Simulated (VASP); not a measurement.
Level of theory: r2SCAN meta-GGA, VASP's PBE PAW potentials (set 64) (plane waves; VASP).

VASP ran on this input.

**KPOINTS**
```
Regular mesh
0
G
 6 6 4
0 0 0
```

**POSCAR**
```
ZnS
1
    1.9006972065    -3.2921040897    -0.0000000000
    1.9006972065     3.2921040897     0.0000000000
    0.0000000000     0.0000000000     6.2287366775
Zn S
2 2
Direct
  0.6666670000   0.3333330000   0.5000723877
  0.3333330000   0.6666670000   0.0000723877
  0.6666670000   0.3333330000   0.8749276123
  0.3333330000   0.6666670000   0.3749276123
```

INCAR:
```
IBRION = 2   # conjugate gradients
ENCUT = 480   # plane-wave cut-off (eV)
ISMEAR = 0
NELM = 100
LASPH = .True.   # aspherical one-centre terms
EDIFFG = -0.01
NSW = 40
PREC = Accurate
METAGGA = R2SCAN
PSTRESS = 150   # kbar
LMAXMIX = 4   # l cut-off of mixed one-centre charges
LCHARG = .False.
SYSTEM = ZnS
ISIF = 3   # ions, shape and volume
LWAVE = .False.
EDIFF = 1E-7   # SCF stop (eV)
SIGMA = 0.05
LMIXTAU = .True.
ALGO = Normal   # blocked Davidson
LREAL = .False.   # projection in real space or not
```

POTCAR, in this order: Zn S (PBE.64 set). Program: vasp_std.

Output of the run:

OSZICAR:
```
...
DAV:   2    -0.372821203772E+02    0.22575E-02   -0.90980E-03  1050   0.279E+00    0.169E-01
DAV:   3    -0.372818282457E+02    0.29213E-03   -0.30112E-04   954   0.153E-01    0.818E-02
DAV:   4    -0.372817404295E+02    0.87816E-04   -0.19622E-04   924   0.115E-01    0.424E-02
DAV:   5    -0.372817133044E+02    0.27125E-04   -0.89912E-05   924   0.896E-02    0.200E-02
DAV:   6    -0.372817388557E+02   -0.25551E-04   -0.60213E-05   996   0.107E-01    0.513E-03
DAV:   7    -0.372817463578E+02   -0.75021E-05   -0.16110E-05   932   0.586E-02    0.487E-03
DAV:   8    -0.372817478883E+02   -0.15305E-05   -0.42594E-07   912   0.831E-03    0.322E-03
DAV:   9    -0.372817477857E+02    0.10266E-06   -0.90891E-07   940   0.744E-03    0.169E-03
DAV:  10    -0.372817483276E+02   -0.54197E-06   -0.24142E-07   780   0.531E-03    0.582E-04
DAV:  11    -0.372817483571E+02   -0.29448E-07   -0.20047E-08   480   0.150E-03
   5 F= -.30923556E+02 E0= -.30923556E+02  d E =-.502061E+00
       N       E                     dE             d eps       ncg     rms          rms(c)
DAV:   1    -0.373195030609E+02   -0.37755E-01   -0.19346E-01  1070   0.748E+00    0.702E-01
DAV:   2    -0.373131242946E+02    0.63788E-02   -0.40341E-02  1078   0.475E+00    0.305E-01
DAV:   3    -0.373124665484E+02    0.65775E-03   -0.23823E-03  1028   0.376E-01    0.157E-01
DAV:   4    -0.373121306847E+02    0.33586E-03   -0.74899E-04   942   0.219E-01    0.562E-02
DAV:   5    -0.373122102443E+02   -0.79560E-04   -0.24511E-04   924   0.151E-01    0.345E-02
DAV:   6    -0.373121788239E+02    0.31420E-04   -0.13579E-04  1086   0.171E-01    0.125E-02
DAV:   7    -0.373122473798E+02   -0.68556E-04   -0.76723E-05   924   0.117E-01    0.831E-03
DAV:   8    -0.373122412551E+02    0.61247E-05   -0.10521E-05   960   0.360E-02    0.541E-03
DAV:   9    -0.373122491537E+02   -0.78985E-05   -0.54501E-06   972   0.216E-02    0.599E-03
DAV:  10    -0.373122493010E+02   -0.14736E-06   -0.10217E-06  1026   0.855E-03    0.180E-03
DAV:  11    -0.373122497236E+02   -0.42254E-06   -0.80602E-08   576   0.283E-03    0.670E-04
DAV:  12    -0.373122496837E+02    0.39900E-07   -0.10469E-08   480   0.115E-03
   6 F= -.30924163E+02 E0= -.30924163E+02  d E =-.607318E-03
       N       E                     dE             d eps       ncg     rms          rms(c)
DAV:   1    -0.373101723805E+02    0.20773E-02   -0.95299E-04  1064   0.522E-01    0.495E-02
DAV:   2    -0.373101531696E+02    0.19211E-04   -0.20125E-04  1084   0.341E-01    0.215E-02
DAV:   3    -0.373101482338E+02    0.49358E-05   -0.11858E-05  1016   0.266E-02    0.110E-02
DAV:   4    -0.373101455608E+02    0.26730E-05   -0.35898E-06   948   0.150E-02    0.406E-03
DAV:   5    -0.373101447165E+02    0.84436E-06   -0.11410E-06   930   0.104E-02    0.250E-03
DAV:   6    -0.373101448625E+02   -0.14599E-06   -0.68127E-07   986   0.119E-02    0.879E-04
DAV:   7    -0.373101445716E+02    0.29084E-06   -0.38997E-07   834   0.831E-03    0.558E-04
DAV:   8    -0.373101448884E+02   -0.31677E-06   -0.54982E-08   510   0.286E-03    0.375E-04
DAV:   9    -0.373101448578E+02    0.30617E-07   -0.61450E-09   480   0.114E-03
   7 F= -.30924171E+02 E0= -.30924171E+02  d E =-.615597E-03
       N       E                     dE             d eps       ncg     rms          rms(c)
DAV:   1    -0.373060617624E+02    0.40831E-02   -0.14178E-01   954   0.312E+00    0.298E-01
DAV:   2    -0.373050487292E+02    0.10130E-02   -0.62634E-03  1234   0.144E+00    0.166E-01
DAV:   3    -0.373046539108E+02    0.39482E-03   -0.75061E-04  1072   0.323E-01    0.715E-02
DAV:   4    -0.373045809510E+02    0.72960E-04   -0.25441E-04  1002   0.162E-01    0.250E-02
DAV:   5    -0.373045790795E+02    0.18715E-05   -0.97667E-05   960   0.111E-01    0.172E-02
DAV:   6    -0.373045966378E+02   -0.17558E-04   -0.25371E-05   936   0.459E-02    0.646E-03
DAV:   7    -0.373045869603E+02    0.96775E-05   -0.12019E-05   936   0.366E-02    0.289E-03
DAV:   8    -0.373045980603E+02   -0.11100E-04   -0.36413E-06   924   0.212E-02    0.172E-03
DAV:   9    -0.373045974510E+02    0.60926E-06   -0.82515E-08   756   0.285E-03    0.147E-03
DAV:  10    -0.373045972995E+02    0.15148E-06   -0.37215E-08   510   0.212E-03    0.647E-04
DAV:  11    -0.373045963165E+02    0.98307E-06   -0.45320E-08   480   0.295E-03    0.181E-04
DAV:  12    -0.373045962261E+02    0.90333E-07   -0.11192E-08   480   0.149E-03
   8 F= -.30924949E+02 E0= -.30924949E+02  d E =-.777803E-03
       N       E                     dE             d eps       ncg     rms          rms(c)
DAV:   1    -0.373004803256E+02    0.41160E-02   -0.11465E-01   942   0.281E+00    0.269E-01
DAV:   2    -0.372996612950E+02    0.81903E-03   -0.51115E-03  1230   0.131E+00    0.149E-01
DAV:   3    -0.372993403742E+02    0.32092E-03   -0.61126E-04  1060   0.291E-01    0.647E-02
DAV:   4    -0.372992811093E+02    0.59265E-04   -0.20591E-04  1008   0.146E-01    0.225E-02
DAV:   5    -0.372992783900E+02    0.27193E-05   -0.79468E-05   960   0.992E-02    0.154E-02
DAV:   6    -0.372992936335E+02   -0.15243E-04   -0.20885E-05   936   0.417E-02    0.579E-03
DAV:   7    -0.372992850260E+02    0.86074E-05   -0.98645E-06   936   0.333E-02    0.263E-03
DAV:   8    -0.372992945481E+02   -0.95220E-05   -0.29161E-06   924   0.191E-02    0.154E-03
DAV:   9    -0.372992939742E+02    0.57383E-06   -0.68158E-08   726   0.258E-03    0.131E-03
DAV:  10    -0.372992938428E+02    0.13141E-06   -0.31489E-08   492   0.191E-03    0.558E-04
DAV:  11    -0.372992929617E+02    0.88117E-06   -0.35042E-08   480   0.261E-03    0.151E-04
DAV:  12    -0.372992928937E+02    0.67985E-07   -0.87366E-09   480   0.131E-03
   9 F= -.30925368E+02 E0= -.30925368E+02  d E =-.119691E-02
       N       E                     dE             d eps       ncg     rms          rms(c)
DAV:   1    -0.372925429511E+02    0.67500E-02   -0.45845E-01   942   0.561E+00    0.540E-01
DAV:   2    -0.372891478696E+02    0.33951E-02   -0.20523E-02  1224   0.262E+00    0.299E-01
DAV:   3    -0.372879162712E+02    0.12316E-02   -0.24804E-03  1066   0.584E-01    0.130E-01
DAV:   4    -0.372876574071E+02    0.25886E-03   -0.82138E-04   990   0.292E-01    0.458E-02
DAV:   5    -0.372876744787E+02   -0.17072E-04   -0.31714E-04   954   0.197E-01    0.312E-02
DAV:   6    -0.372877100785E+02   -0.35600E-04   -0.86784E-05   924   0.852E-02    0.116E-02
DAV:   7    -0.372876995721E+02    0.10506E-04   -0.41410E-05   924   0.681E-02    0.526E-03
DAV:   8    -0.372877225430E+02   -0.22971E-04   -0.11509E-05   924   0.381E-02    0.314E-03
DAV:   9    -0.372877218284E+02    0.71452E-06   -0.26820E-07   960   0.505E-03    0.269E-03
DAV:  10    -0.372877218966E+02   -0.68113E-07   -0.11921E-07   620   0.365E-03
  10 F= -.30925325E+02 E0= -.30925325E+02  d E =-.115368E-02
       N       E                     dE             d eps       ncg     rms          rms(c)
DAV:   1    -0.372973804271E+02   -0.96586E-02   -0.19203E-01   948   0.369E+00    0.349E-01
DAV:   2    -0.372958868147E+02    0.14936E-02   -0.86901E-03  1218   0.172E+00    0.194E-01
DAV:   3    -0.372954230047E+02    0.46381E-03   -0.10149E-03  1060   0.375E-01    0.846E-02
DAV:   4    -0.372952915071E+02    0.13150E-03   -0.34506E-04   984   0.191E-01    0.285E-02
DAV:   5    -0.372953290213E+02   -0.37514E-04   -0.13610E-04   960   0.129E-01    0.196E-02
DAV:   6    -0.372953205828E+02    0.84385E-05   -0.34689E-05   924   0.541E-02    0.756E-03
DAV:   7    -0.372953383025E+02   -0.17720E-04   -0.15954E-05   924   0.436E-02    0.353E-03
DAV:   8    -0.372953320862E+02    0.62163E-05   -0.49576E-06   924   0.255E-02    0.193E-03
DAV:   9    -0.372953336786E+02   -0.15925E-05   -0.13501E-07   758   0.360E-03    0.158E-03
DAV:  10    -0.372953341030E+02   -0.42434E-06   -0.53450E-08   564   0.237E-03    0.639E-04
DAV:  11    -0.372953354884E+02   -0.13854E-05   -0.51809E-08   474   0.307E-03    0.146E-04
DAV:  12    -0.372953354988E+02   -0.10397E-07   -0.11849E-08   462   0.154E-03
  11 F= -.30925462E+02 E0= -.30925462E+02  d E =-.129060E-02
```

OUTCAR:
```
------------------------ aborting loop because EDIFF is reached ----------------------------------------
  FORCE on cell =-STRESS in cart. coord.  units (eV):
  Direction    XX          YY          ZZ          XY          YZ          ZX
  --------------------------------------------------------------------------------------
  Total        6.3718629      6.3718626      6.4047007      0.0000000      0.0000000      0.0000000
  in kB      150.0468493    150.0468428    150.8201243      0.0000000      0.0000000      0.0000000
  external PRESSURE =       0.3046055 kB  Pullay stress =     150.0000000 kB
  volume of cell :       68.04
      direct lattice vectors                 reciprocal lattice vectors
     1.810762551 -3.136332670 -0.000000000     0.276126762 -0.159421864  0.000000000
     1.810762551  3.136332670  0.000000000     0.276126762  0.159421864  0.000000000
     0.000000000  0.000000000  5.990133533     0.000000000 -0.000000000  0.166941187
  FREE ENERGIE OF THE ION-ELECTRON SYSTEM (eV)
  ---------------------------------------------------
  free  energy   TOTEN  =       -37.2953354988 eV

  energy  without entropy=      -37.2953354988  energy(sigma->0) =      -37.29533550
  enthalpy is  TOTEN    =       -30.9254620790 eV   P V=        6.3698734198

 reached required accuracy - stopping structural energy minimisation
```
(Selected blocks of OUTCAR.)

### CONTCAR
```
ZnS
   1.00000000000000
     1.8107625507293363   -3.1363326703364889   -0.0000000000000000
     1.8107625507293363    3.1363326703364889    0.0000000000000000
     0.0000000000000000    0.0000000000000000    5.9901335331316732
  Zn              S
     2     2
Direct
     0.6666669999999968    0.3333330000000032    0.5017835571767999
     0.3333330000000032    0.6666669999999968    0.0017835571767998
     0.6666669999999968    0.3333330000000032    0.8732164428232001
     0.3333330000000032    0.6666669999999968    0.3732164428232002
```

Energy and stress use the plane-wave basis of the starting cell.

The compound is ZnS in the wurtzite structure, the high-temperature form. This run relaxes it under an external pressure of 15 GPa. Symmetry was kept, so distortions that lower it aren't found.
